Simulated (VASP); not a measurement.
## Vacuum and the quasiparticle gap of a sheet of PtSe2

How does the G0W0 gap of a single sheet of PtSe2 depend on the vacuum between its repeats?

Method: PBE; plane waves and PAW (Pt, Se), in the first sound run; inputs show where later runs differ, in VASP 6.6.1.

This is a report of a sequence of runs, with most program output left out.

## (1) The starting structure

The cell holds 3 atoms: 1 Pt and 2 Se. Cell: a = 3.853 Å, b = 3.853 Å, c = 11.000 Å, α = 90.0°, β = 90.0°, γ = 120.0°. Vacuum lies along c.

As a file:

```
Pt Se
1.0
     3.85274    0.00000    0.00000
    -1.92637    3.33657    0.00000
     0.00000    0.00000   11.00000
Pt Se
1 2
Direct
  0.00000 0.00000 0.50000
  0.33333 0.66667 0.64232
  0.66667 0.33333 0.35768
```

## (2) Relaxation

The atoms are relaxed first inside the given cell, which is kept (ISIF = 2), since band edges depend on the positions.

INCAR reads:

```
SYSTEM = PtSe2
PREC = Accurate
ENCUT = 400
EDIFF = 1E-06
NELM = 100
ISMEAR = 0
SIGMA = 0.05
LREAL = .FALSE.
ALGO = Normal
GGA = PE
NBANDS = 17
LASPH = .TRUE.
LWAVE = .FALSE.
LCHARG = .FALSE.
KPAR = 4
IBRION = 2
NSW = 60
ISIF = 2
EDIFFG = -0.01
```

POSCAR reads:

```
PtSe2
1.0
    3.8527425800      0.0000000000      0.0000000000
   -1.9263712900      3.3365729485      0.0000000000
    0.0000000000      0.0000000000     11.0000000000
Pt Se
1 2
Direct
    0.0000000000      0.0000000000      0.5000000000
    0.3333333333      0.6666666667      0.6423196203
    0.6666666667      0.3333333333      0.3576803797
```

KPOINTS reads:

```
Automatic mesh
0
Gamma
6 6 1
0 0 0
```

Potentials, in the order of the species: Pt and Se (PBE family, release 64).

Command:

```
mpirun -np 8 vasp_std
```

Wall time 7.6 s (8 MPI ranks of Intel Xeon 6975P-C (Granite Rapids), shared host); peak memory 1.4 GiB.

The run keeps the 12 symmetry operations of its start, so it cannot find a distortion of lower symmetry.

Relaxation path:

```
step  energy less that of the first step (eV)  largest force (eV/Å)
   1                                   0.0000                2.4717
   2                                  -0.5066                1.7361
   3                                  -0.8688                0.0100
```

The atoms that moved most (Å):

```csv
atom,dx,dy,dz,length
Se2,0.000,0.000,-0.315,0.315
Se3,0.000,0.000,0.315,0.315
```

The relaxed structure:

```xyz
3
Lattice="3.8527 0.0000 0.0000 -1.9264 3.3366 0.0000 0.0000 0.0000 11.0000" Properties=species:S:1:pos:R:3
Pt    0.0000    0.0000    5.5000
Se    0.0000    2.2244    6.7507
Se    1.9264    1.1122    4.2493
```

Numbers from this step:

```yaml
free_energy_toten: -14.24 eV
fermi_energy: -0.6683 eV
```

At PBE, with these data sets, the largest force is down to 0.0100 eV/Å. The lattice constant was typed and isn't relaxed: the sheet is stretched, by 2.4 N/m.

## (3) Ground state

This step: PBE; plane waves and PAW (Pt_GW, Se_GW) (VASP 6.6.1).

The orbitals come from a self-consistent PBE run with a tight EDIFF and a narrow smearing. KPOINTS_OPT adds the bands along a path, which shows whether the mesh holds the band edges.

INCAR reads:

```
SYSTEM = PtSe2
PREC = Accurate
ENCUT = 300
EDIFF = 1E-08
NELM = 100
ISMEAR = 0
SIGMA = 0.01
LREAL = .FALSE.
ALGO = Normal
GGA = PE
NBANDS = 17
LASPH = .TRUE.
LORBIT = 11
LWAVE = .TRUE.
LCHARG = .FALSE.
KPAR = 8
```

POSCAR reads:

```
PtSe2
1.0
    3.8527425800      0.0000000000      0.0000000000
   -1.9263712900      3.3365729485      0.0000000000
    0.0000000000      0.0000000000     11.0000000000
Pt Se
1 2
Direct
    0.0000000000      0.0000000000      0.5000000000
    0.3333333333      0.6666666667      0.6137002491
    0.6666666667      0.3333333333      0.3862997509
```

KPOINTS reads:

```
Automatic mesh
0
Gamma
9 9 1
0 0 0
```

KPOINTS_OPT reads:

```
Line mode
12
Line-mode
Reciprocal
  0.00000000   0.00000000   0.00000000 GAMMA
  0.50000000   0.00000000   0.00000000 M

  0.50000000   0.00000000   0.00000000 M
  0.33333333   0.33333333   0.00000000 K

  0.33333333   0.33333333   0.00000000 K
  0.00000000   0.00000000   0.00000000 GAMMA

  0.00000000   0.00000000   0.00000000 GAMMA
  0.00000000   0.00000000   0.50000000 A

  0.00000000   0.00000000   0.50000000 A
  0.50000000   0.00000000   0.50000000 L

  0.50000000   0.00000000   0.50000000 L
  0.33333333   0.33333333   0.50000000 H

  0.33333333   0.33333333   0.50000000 H
  0.00000000   0.00000000   0.50000000 A

  0.50000000   0.00000000   0.50000000 L
  0.50000000   0.00000000   0.00000000 M

  0.33333333   0.33333333   0.00000000 K
  0.33333333   0.33333333   0.50000000 H
```

The projector-augmented-wave data sets are Pt_GW and Se_GW (PBE family, release 64).

Command:

```
mpirun -np 8 vasp_std
```

Run time: 9.6 s. Hardware: 8 MPI ranks; peak memory 1.6 GiB; 72 s of CPU time.

This step gave:

| Quantity | Value |
| --- | --- |
| free energy (TOTEN) | -14.26 eV |
| Fermi energy | -0.8347 eV |
| least gap on mesh and path | 1.168 eV |
| least direct gap on mesh and path | 1.225 eV |

The highest empty bands on the path are converged less tightly, to about 0.1 eV. Electronic bands along the path, in eV, zero at the valence-band top; v1 is the highest filled band, c1 the lowest empty one:

```
          point     v4     v3     v2     v1    c1    c2    c3    c4
              Γ  -1.15  -0.53  -0.28  -0.28  2.68  2.68  4.12  5.28
0.45 of the way  -2.15  -0.58  -0.56  -0.06  1.17  2.35  5.31  5.46
              M  -2.34  -2.11  -1.98  -1.24  2.04  2.52  4.60  6.12
0.45 of the way  -2.40  -2.28  -1.19  -1.15  1.93  1.97  5.19  7.10
              K  -2.52  -2.04  -1.11  -1.11  1.66  1.66  5.98  8.18
0.55 of the way  -2.25  -0.79  -0.70   0.00  1.45  1.79  5.67  5.88
              Γ  -1.15  -0.53  -0.28  -0.28  2.68  2.68  4.12  5.28
0.55 of the way  -1.15  -0.54  -0.28  -0.28  2.68  2.68  4.26  5.17
              A  -1.15  -0.54  -0.28  -0.28  2.68  2.68  4.44  4.92
0.55 of the way  -2.23  -0.88  -0.78  -0.19  1.23  2.35  5.08  5.89
              L  -2.34  -2.11  -1.98  -1.24  2.05  2.52  4.60  6.11
0.45 of the way  -2.40  -2.28  -1.19  -1.15  1.93  1.97  5.18  7.00
              H  -2.52  -2.04  -1.11  -1.11  1.66  1.66  6.00  7.97
0.45 of the way  -2.31  -1.13  -1.01  -0.10  1.62  1.63  5.82  5.95
              A  -1.15  -0.54  -0.28  -0.28  2.68  2.68  4.44  4.92
      jump to L  -2.34  -2.11  -1.98  -1.24  2.05  2.52  4.60  6.11
0.45 of the way  -2.34  -2.11  -1.98  -1.24  2.04  2.52  4.60  6.12
              M  -2.34  -2.11  -1.98  -1.24  2.04  2.52  4.60  6.12
      jump to K  -2.52  -2.04  -1.11  -1.11  1.66  1.66  5.98  8.18
0.45 of the way  -2.52  -2.04  -1.11  -1.11  1.66  1.66  5.99  8.07
              H  -2.52  -2.04  -1.11  -1.11  1.66  1.66  6.00  7.97
```

The cell has a gap of 1.17 eV on mesh and path; the in-plane stress times the cell height is -2.4 N/m (compression positive), so the typed lattice constant isn't this level's equilibrium. Spin-orbit coupling is left out, which can shift or reorder these edges.

## (4) Empty bands, box 11 Å

The next step needs empty bands that the ground-state run didn't converge, so the Hamiltonian is diagonalised exactly for NBANDS bands, in a single step. LOPTICS writes the k-derivatives of the orbitals (WAVEDER), which give the long-wavelength limit of the screening.

INCAR reads:

```
SYSTEM = PtSe2
PREC = Accurate
ENCUT = 300
ISMEAR = 0
SIGMA = 0.01
LREAL = .FALSE.
GGA = PE
NBANDS = 280
LASPH = .TRUE.
ALGO = Exact
NELM = 1
LWAVE = .TRUE.
LCHARG = .FALSE.
LOPTICS = .TRUE.
NEDOS = 1000
CSHIFT = 0.1
```

POSCAR is that of step 3.

KPOINTS is that of step 3.

Command:

```
mpirun -np 8 vasp_std
```

It took 12 s on 8 MPI ranks; peak memory 1.9 GiB; 88 s of CPU time.

The gap is read on the k-mesh alone, so it is an upper bound where the band edges lie off the mesh.

This step gave:

* gap on the k-mesh: 1.227 eV
* least direct gap on the k-mesh: 1.227 eV

WAVECAR now holds 280 bands for 22 electrons.

## (5) G0W0, box 11 Å, bands in the sums 280

This step: G0W0 on PBE; plane waves and PAW (Pt_GW, Se_GW) (VASP 6.6.1).

One pass of GW corrects the levels to first order, with G and W from the starting orbitals.

INCAR reads:

```
SYSTEM = PtSe2
PREC = Accurate
ENCUT = 300
ISMEAR = 0
SIGMA = 0.01
LREAL = .FALSE.
GGA = PE
NBANDS = 280
LASPH = .TRUE.
ALGO = EVGW0
NELMGW = 1
ENCUTGW = 90
NOMEGA = 48
PRECFOCK = Fast
NBANDSGW = 24
LWAVE = .FALSE.
LCHARG = .FALSE.
```

POSCAR is that of step 4.

KPOINTS is that of step 4.

Command:

```
mpirun -np 8 vasp_std
```

It took 81 s on 8 MPI ranks; peak memory 2.6 GiB; 11 min of CPU time.

Numbers from this step:

```yaml
quasiparticle_gap_on_the_mesh: 1.860 eV
smallest_direct_quasiparticle_gap_on_the_mesh: 1.867 eV
gap_of_the_starting_orbitals_on_the_mesh: 1.227 eV
```

GW takes the gap from 1.227 to 1.860 eV. The mesh misses a band edge: at the starting level the path gave a gap 0.06 eV smaller. The sheet keeps a typed, unrelaxed lattice constant, and the Coulomb interaction between its repeats isn't cut. Spin-orbit coupling is left out. The value holds for 280 bands, ENCUTGW = 90 eV and this mesh, and isn't shown to be converged in them.

## (6) Ground state with more vacuum, box 12.5 Å, height 12.5

This step: PBE; plane waves and PAW (Pt_GW, Se_GW) (VASP 6.6.1).

The cell is made 12.5 Å high around the same sheet, and the chain is run again; the band count grows with the volume, so that the sums reach the same energy.

INCAR reads:

```
SYSTEM = PtSe2
PREC = Accurate
ENCUT = 300
EDIFF = 1E-08
NELM = 100
ISMEAR = 0
SIGMA = 0.01
LREAL = .FALSE.
ALGO = Normal
GGA = PE
NBANDS = 17
LASPH = .TRUE.
LORBIT = 11
LWAVE = .TRUE.
LCHARG = .FALSE.
KPAR = 8
```

POSCAR reads:

```
PtSe2
1.0
    3.8527425800      0.0000000000      0.0000000000
   -1.9263712900      3.3365729485      0.0000000000
    0.0000000000      0.0000000000     12.5000000000
Pt Se
1 2
Direct
    0.0000000000      0.0000000000      0.5000000000
    0.3333333333      0.6666666667      0.6000562192
    0.6666666667      0.3333333333      0.3999437808
```

KPOINTS is that of step 5.

Command:

```
mpirun -np 8 vasp_std
```

Wall time 5.8 s (8 MPI ranks); peak memory 1.6 GiB.

This step gave:

```yaml
fermi_energy: -1.428 eV
gap_on_the_k_mesh: 1.228 eV
least_direct_gap_on_the_k_mesh: 1.228 eV
```

## (7) Empty bands, box 12.5 Å, height 12.5

The empty bands are made again, for the run that follows.

INCAR reads:

```
SYSTEM = PtSe2
PREC = Accurate
ENCUT = 300
ISMEAR = 0
SIGMA = 0.01
LREAL = .FALSE.
GGA = PE
NBANDS = 312
LASPH = .TRUE.
ALGO = Exact
NELM = 1
LWAVE = .TRUE.
LCHARG = .FALSE.
LOPTICS = .TRUE.
NEDOS = 1000
CSHIFT = 0.1
```

POSCAR is that of step 6.

KPOINTS is that of step 6.

Command:

```
mpirun -np 8 vasp_std
```

Run time: 15 s. Hardware: 8 MPI ranks; peak memory 2.2 GiB; 2 min of CPU time.

WAVECAR now holds 312 bands for 22 electrons.

## (8) G0W0, box 12.5 Å, bands in the sums 312, height 12.5

This step: G0W0 on PBE; plane waves and PAW (Pt_GW, Se_GW) (VASP 6.6.1).

G0W0 in the taller cell, at the same response cutoff, frequencies and mesh.

INCAR reads:

```
SYSTEM = PtSe2
PREC = Accurate
ENCUT = 300
ISMEAR = 0
SIGMA = 0.01
LREAL = .FALSE.
GGA = PE
NBANDS = 312
LASPH = .TRUE.
ALGO = EVGW0
NELMGW = 1
ENCUTGW = 90
NOMEGA = 48
PRECFOCK = Fast
NBANDSGW = 24
LWAVE = .FALSE.
LCHARG = .FALSE.
```

POSCAR is that of step 7.

KPOINTS is that of step 7.

Command:

```
mpirun -np 8 vasp_std
```

Elapsed: 99 s, on 8 MPI ranks; peak memory 3 GiB; 13 min of CPU time.

The gap is now 1.887 eV, +28 meV against the lowest cell. Of the change against the lowest cell, +1 meV is already in the starting gap. The sheet keeps a typed, unrelaxed lattice constant, and the Coulomb interaction between its repeats isn't cut. Spin-orbit coupling is left out.

## (9) Ground state with more vacuum, box 14 Å, height 14

This step: PBE; plane waves and PAW (Pt_GW, Se_GW) (VASP 6.6.1).

The cell is made 14 Å high around the same sheet, and the chain is run again; the band count grows with the volume, so that the sums reach the same energy.

INCAR reads:

```
SYSTEM = PtSe2
PREC = Accurate
ENCUT = 300
EDIFF = 1E-08
NELM = 100
ISMEAR = 0
SIGMA = 0.01
LREAL = .FALSE.
ALGO = Normal
GGA = PE
NBANDS = 17
LASPH = .TRUE.
LORBIT = 11
LWAVE = .TRUE.
LCHARG = .FALSE.
KPAR = 8
```

POSCAR reads:

```
PtSe2
1.0
    3.8527425800      0.0000000000      0.0000000000
   -1.9263712900      3.3365729485      0.0000000000
    0.0000000000      0.0000000000     14.0000000000
Pt Se
1 2
Direct
    0.0000000000      0.0000000000      0.5000000000
    0.3333333333      0.6666666667      0.5893359100
    0.6666666667      0.3333333333      0.4106640900
```

KPOINTS is that of step 8.

Command:

```
mpirun -np 8 vasp_std
```

It took 6.2 s on 8 MPI ranks; peak memory 1.8 GiB; 45 s of CPU time.

## (10) Empty bands, box 14 Å, height 14

INCAR reads:

```
SYSTEM = PtSe2
PREC = Accurate
ENCUT = 300
ISMEAR = 0
SIGMA = 0.01
LREAL = .FALSE.
GGA = PE
NBANDS = 352
LASPH = .TRUE.
ALGO = Exact
NELM = 1
LWAVE = .TRUE.
LCHARG = .FALSE.
LOPTICS = .TRUE.
NEDOS = 1000
CSHIFT = 0.1
```

POSCAR is that of step 9.

KPOINTS is that of step 9.

Command:

```
mpirun -np 8 vasp_std
```

Wall time 20 s (8 MPI ranks); peak memory 2.5 GiB; 2.6 min of CPU time.

WAVECAR now holds 352 bands for 22 electrons.

## (11) G0W0, box 14 Å, bands in the sums 352, height 14

This step: G0W0 on PBE; plane waves and PAW (Pt_GW, Se_GW) (VASP 6.6.1).

INCAR reads:

```
SYSTEM = PtSe2
PREC = Accurate
ENCUT = 300
ISMEAR = 0
SIGMA = 0.01
LREAL = .FALSE.
GGA = PE
NBANDS = 352
LASPH = .TRUE.
ALGO = EVGW0
NELMGW = 1
ENCUTGW = 90
NOMEGA = 48
PRECFOCK = Fast
NBANDSGW = 24
LWAVE = .FALSE.
LCHARG = .FALSE.
```

POSCAR is that of step 10.

KPOINTS is that of step 10.

Command:

```
mpirun -np 8 vasp_std
```

It took 2 min on 8 MPI ranks; peak memory 3.6 GiB.

The gap is now 1.913 eV, +53 meV against the lowest cell. Of the change against the lowest cell, +1 meV is already in the starting gap. The sheet keeps a typed, unrelaxed lattice constant, and the Coulomb interaction between its repeats isn't cut. Spin-orbit coupling is left out.

## (12) Ground state with more vacuum, box 18 Å, height 18

This step: PBE; plane waves and PAW (Pt_GW, Se_GW) (VASP 6.6.1).

The cell is made 18 Å high around the same sheet, and the chain is run again; the band count grows with the volume, so that the sums reach the same energy.

INCAR reads:

```
SYSTEM = PtSe2
PREC = Accurate
ENCUT = 300
EDIFF = 1E-08
NELM = 100
ISMEAR = 0
SIGMA = 0.01
LREAL = .FALSE.
ALGO = Normal
GGA = PE
NBANDS = 17
LASPH = .TRUE.
LORBIT = 11
LWAVE = .TRUE.
LCHARG = .FALSE.
KPAR = 8
```

POSCAR reads:

```
PtSe2
1.0
    3.8527425800      0.0000000000      0.0000000000
   -1.9263712900      3.3365729485      0.0000000000
    0.0000000000      0.0000000000     18.0000000000
Pt Se
1 2
Direct
    0.0000000000      0.0000000000      0.5000000000
    0.3333333333      0.6666666667      0.5694834856
    0.6666666667      0.3333333333      0.4305165144
```

KPOINTS is that of step 11.

Command:

```
mpirun -np 8 vasp_std
```

The job ended after 8.4 s (8 MPI ranks; peak memory 2.1 GiB; 63 s of CPU time).

## (13) Empty bands, box 18 Å, height 18

INCAR reads:

```
SYSTEM = PtSe2
PREC = Accurate
ENCUT = 300
ISMEAR = 0
SIGMA = 0.01
LREAL = .FALSE.
GGA = PE
NBANDS = 456
LASPH = .TRUE.
ALGO = Exact
NELM = 1
LWAVE = .TRUE.
LCHARG = .FALSE.
LOPTICS = .TRUE.
NEDOS = 1000
CSHIFT = 0.1
```

POSCAR is that of step 12.

KPOINTS is that of step 12.

Command:

```
mpirun -np 8 vasp_std
```

Run time: 40 s. Hardware: 8 MPI ranks; peak memory 3.6 GiB; 5.3 min of CPU time.

WAVECAR now holds 456 bands for 22 electrons.

## (14) G0W0, box 18 Å, bands in the sums 456, height 18

This step: G0W0 on PBE; plane waves and PAW (Pt_GW, Se_GW) (VASP 6.6.1).

INCAR reads:

```
SYSTEM = PtSe2
PREC = Accurate
ENCUT = 300
ISMEAR = 0
SIGMA = 0.01
LREAL = .FALSE.
GGA = PE
NBANDS = 456
LASPH = .TRUE.
ALGO = EVGW0
NELMGW = 1
ENCUTGW = 90
NOMEGA = 48
PRECFOCK = Fast
NBANDSGW = 24
LWAVE = .FALSE.
LCHARG = .FALSE.
```

POSCAR is that of step 13.

KPOINTS is that of step 13.

Command:

```
mpirun -np 8 vasp_std
```

The job ended after 3.5 min (8 MPI ranks; peak memory 5.1 GiB).

The gap is now 1.959 eV, +100 meV against the lowest cell. Of the change against the lowest cell, +1 meV is already in the starting gap. The sheet keeps a typed, unrelaxed lattice constant, and the Coulomb interaction between its repeats isn't cut. Spin-orbit coupling is left out.

## (15) Ground state with more vacuum, box 23 Å, height 23

This step: PBE; plane waves and PAW (Pt_GW, Se_GW) (VASP 6.6.1).

The cell is made 23 Å high around the same sheet, and the chain is run again; the band count grows with the volume, so that the sums reach the same energy.

INCAR reads:

```
SYSTEM = PtSe2
PREC = Accurate
ENCUT = 300
EDIFF = 1E-08
NELM = 100
ISMEAR = 0
SIGMA = 0.01
LREAL = .FALSE.
ALGO = Normal
GGA = PE
NBANDS = 17
LASPH = .TRUE.
LORBIT = 11
LWAVE = .TRUE.
LCHARG = .FALSE.
KPAR = 8
```

POSCAR reads:

```
PtSe2
1.0
    3.8527425800      0.0000000000      0.0000000000
   -1.9263712900      3.3365729485      0.0000000000
    0.0000000000      0.0000000000     23.0000000000
Pt Se
1 2
Direct
    0.0000000000      0.0000000000      0.5000000000
    0.3333333333      0.6666666667      0.5543783800
    0.6666666667      0.3333333333      0.4456216200
```

KPOINTS is that of step 14.

Command:

```
mpirun -np 8 vasp_std
```

The job ended after 11 s (8 MPI ranks; peak memory 2.5 GiB; 82 s of CPU time).

## (16) Empty bands, box 23 Å, height 23

INCAR reads:

```
SYSTEM = PtSe2
PREC = Accurate
ENCUT = 300
ISMEAR = 0
SIGMA = 0.01
LREAL = .FALSE.
GGA = PE
NBANDS = 576
LASPH = .TRUE.
ALGO = Exact
NELM = 1
LWAVE = .TRUE.
LCHARG = .FALSE.
LOPTICS = .TRUE.
NEDOS = 1000
CSHIFT = 0.1
```

POSCAR is that of step 15.

KPOINTS is that of step 15.

Command:

```
mpirun -np 8 vasp_std
```

It took 82 s on 8 MPI ranks; peak memory 5.5 GiB.

WAVECAR now holds 576 bands for 22 electrons.

## (17) G0W0, box 23 Å, bands in the sums 576, height 23

This step: G0W0 on PBE; plane waves and PAW (Pt_GW, Se_GW) (VASP 6.6.1).

INCAR reads:

```
SYSTEM = PtSe2
PREC = Accurate
ENCUT = 300
ISMEAR = 0
SIGMA = 0.01
LREAL = .FALSE.
GGA = PE
NBANDS = 576
LASPH = .TRUE.
ALGO = EVGW0
NELMGW = 1
ENCUTGW = 90
NOMEGA = 48
PRECFOCK = Fast
NBANDSGW = 24
LWAVE = .FALSE.
LCHARG = .FALSE.
```

POSCAR is that of step 16.

KPOINTS is that of step 16.

Command:

```
mpirun -np 8 vasp_std
```

Run time: 6 min. Hardware: 8 MPI ranks; peak memory 7.3 GiB; 48 min of CPU time.

The gap is now 2.013 eV, +154 meV against the lowest cell. Of the change against the lowest cell, +1 meV is already in the starting gap. The sheet keeps a typed, unrelaxed lattice constant, and the Coulomb interaction between its repeats isn't cut. Spin-orbit coupling is left out.

## (18) Summary

This step: GW series: G0W0 on PBE; plane waves and PAW (VASP 6.6.1).

Derived from the runs above.

Gaps by cell height:

```csv
cell height (Å),bands,Kohn-Sham gap at PBE (eV),quasiparticle gap (eV),direct quasiparticle gap (eV),cost (core minutes)
11,280,1.227,1.86,1.867,12.35
12.5,312,1.228,1.887,1.894,15.25
14,352,1.228,1.913,1.919,18.91
18,456,1.228,1.959,1.966,33.33
23,576,1.228,2.013,2.02,59.21
```

## (19) Results

- G0W0 on PBE, 280 bands, ENCUTGW 90 eV, NOMEGA 48, mesh 9×9×1: 1.227 → 1.860 eV

In words: G0W0 gives a quasiparticle gap of 1.860 eV on the mesh in the lowest cell, 0.63 eV over the PBE gap on the same mesh. On mesh and path the starting valence top lies at (0.152, 0.152) and the conduction bottom at (0.227, 0), so the starting gap is indirect. The GW mesh misses an edge: at the starting level the gap along the path is 0.06 eV smaller, and with that offset the quasiparticle gap would be about 1.80 eV. From a height of 11 to 23 Å the starting gap changes by +1 meV and the G0W0 gap by +154 meV: the repeated sheets screen one another through the long-range Coulomb interaction, which isn't cut here. A line against one over the height, fitted to all points, misses them by up to 8 meV and gives 2.14 eV at infinite height. Fitted without the tallest cell, the line predicts 1.993 eV for it, against 2.013 eV computed. The in-plane mesh is fixed, and for a sheet its error grows with the height, so the extrapolated value isn't the converged gap of the free sheet. Bands, response cutoff and mesh weren't tested for convergence. Spin-orbit coupling is left out; with Pt and Se in the cell it can split or shift band edges, by an amount that depends on which atoms form them and isn't tested here. The in-plane lattice constant was typed and not relaxed; the sheet is stretched, by 2.4 N/m, and the gaps belong to that strained sheet. Not tabulated here, as repeats of values shown or as unfit to read for their mesh, reference level or band range: pressures of a box with vacuum or a charge (ground state, ground state with more vacuum, relaxation); gaps (empty bands, relaxation); eps2 curves (empty bands); eps1 curves and static values (empty bands).

[Lines on the potential files, build, host, timing and source positions are cut from VASP's logs without a mark.]

[Logs are printed without paths, hosts, clocks, repeated set-up lines and the standing remarks that a program may print on its own settings, such as how far it seeks lower states.]

[Hosts, paths, dates, database ids (printed as entryN), source tags and the programs' standing remarks are cut or masked in the printed files.]

[Pressures printed for these runs are not shown converged in the cutoff: they can be off by several GPa and have the wrong sign.]
